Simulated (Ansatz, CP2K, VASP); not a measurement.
One calculation of NiMoIrPdW, 3 ways

```
Ni Mo Pd Ir W
1.0
     4.14670    0.00000    0.00000
    -2.07335    3.59115    0.00000
     0.00000    0.00000    5.41629
Ni Mo Pd Ir W
1 1 1 1 1
Direct
  0.00000 0.00000 0.02221
  0.66667 0.33333 0.45996
  0.33333 0.66667 0.74601
  0.33333 0.66667 0.25641
  0.66667 0.33333 0.99985
```

The cell comes from a database or a generator and needn't be the stable form of this composition.

Alike in all runs: task single point; functional PBE; k mesh 7 × 7 × 5; occupations fermi-dirac, width 0.05 eV; collinear spin, ferromagnetic start; no spin-orbit coupling. Pressure is positive in compression and, in plane waves, holds the error of the finite cutoff.

| program and potentials | plane-wave cutoff (eV) | notes | pressure (GPa) | net moment per atom (μB) | largest force (eV/Å) |
| --- | --- | --- | --- | --- | --- |
| Ansatz, all-electron LAPW, scalar-relativistic | - | - | -0.02 | 0.00 | 0.161 |
| CP2K, GTH_POTENTIALS Ni GTH-PBE-q18, Pd GTH-PBE-q18, Ir GTH-PBE-q17, W GTH-PBE-q14; POTENTIAL_UZH Mo GTH-PBE-q14; TZVP-MOLOPT-SR-GTH, TZVP-MOLOPT-PBE-GTH basis | - | atomic basis; 16.2 valence electrons an atom on average | -0.24 | 0.00 | 0.226 |
| VASP, PBE PAW files Ir, Mo_sv, Ni, Pd, W_sv, 520 eV | 520 | 11.4 valence electrons an atom on average | 0.20 | 0.00 | 0.192 |

Force on atom 2 (Mo), eV/Å:

```csv
program and potentials,x,y,z
"Ansatz, all-electron LAPW, scalar-relativistic",0.000,0.000,0.161
"CP2K, GTH_POTENTIALS Ni GTH-PBE-q18, Pd GTH-PBE-q18, Ir GTH-PBE-q17, W GTH-PBE-q14; POTENTIAL_UZH Mo GTH-PBE-q14; TZVP-MOLOPT-SR-GTH, TZVP-MOLOPT-PBE-GTH basis",0.000,0.000,0.146
"VASP, PBE PAW files Ir, Mo_sv, Ni, Pd, W_sv, 520 eV",0.000,0.000,0.192
```

The pressure spans -0.24 (CP2K, GTH_POTENTIALS Ni GTH-PBE-q18, Pd GTH-PBE-q18, Ir GTH-PBE-q17, W GTH-PBE-q14; POTENTIAL_UZH Mo GTH-PBE-q14; TZVP-MOLOPT-SR-GTH, TZVP-MOLOPT-PBE-GTH basis) to 0.20 GPa (VASP, PBE PAW files Ir, Mo_sv, Ni, Pd, W_sv, 520 eV), with all-electron results at -0.02. All agree on the net moment per atom. The state is the one that the start led to, which needn't be the lowest. Rows in atomic bases carry the error of their basis and grid, which can be large.

The functional is the same throughout but for its coding, so the spread measures potentials, basis and numerics; runs on potential files found faulty are left out.
